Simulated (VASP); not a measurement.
Crystal: Si.

```
CELL_PARAMETERS angstrom
0.00000 2.71356 2.71356
2.71356 0.00000 2.71356
2.71356 2.71356 0.00000
ATOMIC_POSITIONS crystal
Si 0.75000 0.75000 0.75000
Si 0.50000 0.50000 0.50000
```

| Property | Result |
| --- | --- |
| Program | VASP 6.6.1 |
| Task | relaxation of cell and atoms |
| Functional | PBE |
| Potentials or basis | VASP PAW PBE potentials, release 64 (Si) |
| Cutoff | 520 eV |
| k mesh | 10 × 10 × 10 |
| Occupations | gaussian, width 0.02 eV |
| Spin | no spin polarisation |

At the start: pressure 2.1 GPa; volume 19.98 Å³/atom.

Question: Where does the relaxation end?

Answer: Over 3 steps the energy falls by 3.0 meV/atom and the volume is 20.44 Å³/atom (+2.3 %); space group Fd-3m (No. 227, to 0.05 Å).

Step by step:
| step | energy change (eV) | largest force (eV/Å) | pressure (GPa) | volume (Å³) |
| --- | --- | --- | --- | --- |
| 1 | 0.0000 | 0.0000 | 2.13 | 39.96 |
| 2 | -0.0033 | 0.0000 | -1.33 | 41.52 |
| 3 | -0.0060 | 0.0000 | 0.01 | 40.88 |

Final structure:
```
CELL_PARAMETERS angstrom
0.00000 2.73424 2.73424
2.73424 0.00000 2.73424
2.73424 2.73424 0.00000
ATOMIC_POSITIONS crystal
Si 0.75000 0.75000 0.75000
Si 0.50000 0.50000 0.50000
```
